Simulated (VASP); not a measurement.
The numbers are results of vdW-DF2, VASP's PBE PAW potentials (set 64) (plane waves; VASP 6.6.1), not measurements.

VASP input:

KPOINTS:
```
Automatic mesh
0
Gamma
15 15 8
0 0 0
```

POSCAR:
```
Tc
1.0
  1.4201516486  -2.4597752391   0.0000000000
  1.4201516486   2.4597752391   0.0000000000
  0.0000000000   0.0000000000   4.5517509355
Tc
2
Cart
  1.4201516486   0.8199267196   1.1379377339
  1.4201516486  -0.8199267196   3.4138132016
```

INCAR:
```
SYSTEM = Tc
PREC = Accurate; ENCUT = 520; LREAL = .False.
LASPH = .True.
EDIFF = 1E-7; NELM = 100; ALGO = Normal
LMAXMIX = 4
ISMEAR = 1; SIGMA = 0.1
GGA = ML; LUSE_VDW = .True.; AGGAC = 0.0
ZAB_VDW = -1.8867
IBRION = 2; NSW = 30; ISIF = 4
EDIFFG = -0.01
LWAVE = .False.; LCHARG = .False.
```

POTCAR, in this order: Tc_pv (PBE.64 set). Program: vasp_std.

What VASP printed:

File OUTCAR:
```
 ion  position               nearest neighbor table
   1  0.333  0.667  0.250-   2 2.81   2 2.81   2 2.81   2 2.81   2 2.81   2 2.81
   2  0.667  0.333  0.750-   1 2.81   1 2.81   1 2.81   1 2.81   1 2.81   1 2.81
  LATTYP: Found a hexagonal cell.
 ALAT       =     2.8403036690
 C/A-ratio  =     1.6025578480
 Subroutine PRICEL returns:
 Original cell was already a primitive cell.
 Subroutine GETGRP returns: Found 24 space group operations
The static configuration has the point symmetry D_3d.
 The point group associated with its full space group is D_6h.
The dynamic configuration has the point symmetry D_3d.
 Subroutine INISYM returns: Found 24 space group operations
 Subroutine IBZKPT returns following result:
 Found    135 irreducible k-points:

 Following reciprocal coordinates:
            Coordinates               Weight
  0.000000  0.000000  0.000000      1.000000
  0.066667 -0.000000  0.000000      6.000000
  0.133333  0.000000  0.000000      6.000000
  0.200000  0.000000  0.000000      6.000000
  0.266667  0.000000  0.000000      6.000000
  0.333333  0.000000  0.000000      6.000000
  0.400000  0.000000  0.000000      6.000000
  0.466667  0.000000  0.000000      6.000000
  0.066667  0.066667  0.000000      6.000000
  0.133333  0.066667  0.000000     12.000000
  0.200000  0.066667  0.000000     12.000000
  0.266667  0.066667  0.000000     12.000000
  0.333333  0.066667  0.000000     12.000000
  0.400000  0.066667  0.000000     12.000000
  0.466667  0.066667  0.000000      6.000000
  0.133333  0.133333  0.000000      6.000000
  0.200000  0.133333  0.000000     12.000000
  0.266667  0.133333  0.000000     12.000000
  0.333333  0.133333  0.000000     12.000000
  0.400000  0.133333  0.000000     12.000000
  0.200000  0.200000  0.000000      6.000000
  0.266667  0.200000  0.000000     12.000000
...
```

### OSZICAR
```
       N       E                     dE             d eps       ncg     rms          rms(c)
DAV:   1     0.322649009594E+03    0.32265E+03   -0.16781E+04  4598   0.159E+03
DAV:   2    -0.478810334670E+01   -0.32744E+03   -0.32432E+03  5062   0.448E+02
DAV:   3    -0.132959449047E+02   -0.85078E+01   -0.82947E+01  5718   0.820E+01
DAV:   4    -0.134004094280E+02   -0.10446E+00   -0.10341E+00  5049   0.835E+00
DAV:   5    -0.134013681114E+02   -0.95868E-03   -0.95855E-03  5227   0.783E-01    0.181E+01
DAV:   6    -0.123319928183E+02    0.10694E+01   -0.30651E+00  4922   0.167E+01    0.479E+00
DAV:   7    -0.122546768962E+02    0.77316E-01   -0.34524E-01  5284   0.514E+00    0.807E-01
DAV:   8    -0.122520087947E+02    0.26681E-02   -0.11497E-02  4706   0.110E+00    0.579E-02
DAV:   9    -0.122522757329E+02   -0.26694E-03   -0.23573E-04  5479   0.147E-01    0.413E-02
DAV:  10    -0.122522933886E+02   -0.17656E-04   -0.60744E-05  4659   0.868E-02    0.463E-03
DAV:  11    -0.122522950970E+02   -0.17085E-05   -0.25458E-06  4741   0.171E-02    0.423E-03
DAV:  12    -0.122522939504E+02    0.11466E-05   -0.19982E-07  3510   0.442E-03    0.511E-04
DAV:  13    -0.122522942991E+02   -0.34872E-06   -0.12984E-08  2318   0.129E-03    0.214E-04
DAV:  14    -0.122522943626E+02   -0.63531E-07   -0.42277E-09  2301   0.710E-04
   1 F= -.12252294E+02 E0= -.12252816E+02  d E =-.122523E+02
       N       E                     dE             d eps       ncg     rms          rms(c)
DAV:   1    -0.122636921063E+02   -0.11398E-01   -0.53313E-01  4598   0.628E+00    0.623E-01
DAV:   2    -0.122547601046E+02    0.89320E-02   -0.15464E-02  5063   0.105E+00    0.263E-01
DAV:   3    -0.122528599881E+02    0.19001E-02   -0.67225E-03  5535   0.551E-01    0.344E-02
DAV:   4    -0.122528608613E+02   -0.87319E-06   -0.12290E-04  4660   0.114E-01    0.976E-03
DAV:   5    -0.122528594771E+02    0.13842E-05   -0.44734E-06  5474   0.130E-02    0.316E-03
DAV:   6    -0.122528593388E+02    0.13823E-06   -0.34938E-07  4559   0.452E-03    0.100E-03
DAV:   7    -0.122528592428E+02    0.96007E-07   -0.10187E-08  2297   0.845E-04
   2 F= -.12252859E+02 E0= -.12253359E+02  d E =-.564880E-03
       N       E                     dE             d eps       ncg     rms          rms(c)
DAV:   1    -0.122535306631E+02   -0.67132E-03   -0.30333E-02  4598   0.150E+00    0.147E-01
DAV:   2    -0.122530233759E+02    0.50729E-03   -0.87257E-04  5015   0.247E-01    0.634E-02
DAV:   3    -0.122529166032E+02    0.10677E-03   -0.40174E-04  5456   0.133E-01    0.841E-03
DAV:   4    -0.122529185594E+02   -0.19562E-05   -0.82077E-06  4687   0.293E-02    0.263E-03
DAV:   5    -0.122529188010E+02   -0.24169E-06   -0.36509E-07  4459   0.377E-03    0.766E-04
DAV:   6    -0.122529188968E+02   -0.95743E-07   -0.33474E-08  2295   0.140E-03
   3 F= -.12252919E+02 E0= -.12253432E+02  d E =-.624534E-03
```

### OUTCAR
```
------------------------ aborting loop because EDIFF is reached ----------------------------------------
  FORCE on cell =-STRESS in cart. coord.  units (eV):
  Direction    XX          YY          ZZ          XY          YZ          ZX
  --------------------------------------------------------------------------------------
  Total       -1.4027920     -1.4027925     -1.4029343     -0.0000000      0.0000000      0.0000000
  in kB      -70.6749038    -70.6749273    -70.6820757     -0.0000000      0.0000000      0.0000000
  external PRESSURE =     -70.6773022 kB  Pullay stress =       0.0000000 kB
  volume of cell :       31.80
      direct lattice vectors                 reciprocal lattice vectors
     1.422946854 -2.464616657 -0.000000000     0.351383468 -0.202871306  0.000000000
     1.422946854  2.464616657  0.000000000     0.351383468  0.202871306  0.000000000
    -0.000000000  0.000000000  4.533885819    -0.000000000 -0.000000000  0.220561355
 POSITION                                       TOTAL-FORCE (eV/Angst)
 -----------------------------------------------------------------------------------
      1.42295      0.82154      1.13347        -0.000000      0.000000      0.000000
      1.42295     -0.82154      3.40041         0.000000     -0.000000     -0.000000
 -----------------------------------------------------------------------------------
    total drift:                               -0.000037      0.000669     -0.000044
  FREE ENERGIE OF THE ION-ELECTRON SYSTEM (eV)
  ---------------------------------------------------
  free  energy   TOTEN  =       -12.2529188968 eV

  energy  without entropy=      -12.2544593415  energy(sigma->0) =      -12.25343238

 reached required accuracy - stopping structural energy minimisation
```
(Selected blocks of OUTCAR.)

CONTCAR:
```
Tc
   1.00000000000000
     1.4229468540957926   -2.4646166573623129   -0.0000000000000000
     1.4229468540957926    2.4646166573623129    0.0000000000000000
    -0.0000000000000000    0.0000000000000000    4.5338858186549373
  Tc
     2
Direct
     0.3333330000000032    0.6666669999999968    0.2500000000000000
     0.6666669999999968    0.3333330000000032    0.7500000000000000
```

The compound is Tc in the hcp structure. This cell is one point of a volume scan, at 1.03 of the reference volume. Symmetry was kept, so distortions that lower it aren't found.
